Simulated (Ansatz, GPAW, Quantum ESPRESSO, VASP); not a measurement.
# Code comparison for LaCu2 (P6/mmm, 3 atoms in the cell)

Self-consistent single point.

```
CELL_PARAMETERS angstrom
      4.30029     0.00000     0.00000
     -2.15015     3.72416     0.00000
      0.00000     0.00000     3.85096
ATOMIC_POSITIONS crystal
  La 0.00000 0.00000 0.00000
  Cu 0.33333 0.66667 0.50000
  Cu 0.66667 0.33333 0.50000
```

All programs got the same cell, k-point mesh and kind of occupations (in Ansatz's words: kpoints.mp_grid.grid = 9 9 9; scf.occupations.method = fermi_dirac; scf.occupations.width = 0.05 eV); potentials, basis and cutoffs are each program's usual ones.

| code | model | pressure (GPa) | cutoff |
|---|---|---|---|
| Quantum ESPRESSO | LDA (PZ), GBRV 1.5 ultrasoft (LDA) pseudopotentials | -5.74 | 50 Ry |
| Ansatz | LDA (PW92), default PAW files made with PBE | -5.40 | default |
| GPAW | LDA (Perdew-Wang 92), GPAW PAW datasets LDA (gpaw-data 1.0.1) | -5.21 | 850 eV |
| VASP | LDA (PZ), VASP's LDA PAW potentials (set 64) | -6.42 | 300 eV |

The spread over the programs that give each value: pressure within 1.21 GPa.

The starting cell comes from a database of computed structures (which also holds hypothetical and non-ambient phases and stackings), without a prior relaxation at this level. On Ansatz's run: Spin polarisation is off. In the base run, with a pressure of about -5 GPa the cell is away from its equilibrium volume at this level.

Task: Why do the programs differ, and what cannot be compared?

Result: Differences of this kind can come from the potentials, where these differ, and from what each basis and cutoff leave unconverged. The valence holds different numbers of electrons (Quantum ESPRESSO 49, Ansatz (a first-principles code) 49, GPAW 33, VASP 33). The zero of total energies and Fermi levels follows the potentials and each program's conventions, so they are not compared here. Ansatz's pressure is given at a fixed set of plane waves, as the other plane-wave codes print theirs; with its correction for the finite basis it is -5.36 GPa. The same LDA comes in different parametrisations, which differ slightly.

VASP's run is marked for a possible Pulay error in its stress at this cutoff; no cutoff test was made.

Left out of this page: ABINIT, Elk and FLEUR (not drawn, or without a comparable value).

Keys are those of Ansatz 0.2.
